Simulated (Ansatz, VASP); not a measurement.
# One calculation of CuAs, two programs

```
Cu As
1.0
     3.77968    0.00000    0.00000
    -1.88984    3.27330    0.00000
     0.00000    0.00000    4.72850
Cu As
2 2
Direct
  0.00000 0.00000 0.50000
  0.00000 0.00000 0.00000
  0.66667 0.33333 0.75000
  0.33333 0.66667 0.25000
```

Alike in both runs: task single point; functional LDA; k mesh 12 × 12 × 8; occupations gaussian, width 0.15 eV; no spin polarisation.

|  | VASP | Ansatz |
| --- | --- | --- |
| version | VASP 6.6.1 | Ansatz 0.2.0 |
| potentials or method | VASP PAW LDA potentials, release 64 (Cu, As) | scalar-relativistic, plane waves, PAW |
| plane-wave cutoff (eV) | 520 | 520 |
| valence electrons in the cell | 32 | 68 |

|  | VASP | Ansatz | Ansatz less VASP |
| --- | --- | --- | --- |
| gap on the k mesh at the Fermi level (eV) | none | none | - |
| pressure (GPa) | 4.4 | 3.9 | -0.51 |
| largest component of the traceless stress (GPa) | 2.76 | 2.73 | -0.027 |

A gap of «none» marks a metal or a gap that the smearing closes. The two sets of potentials don't hold the same shells in valence.
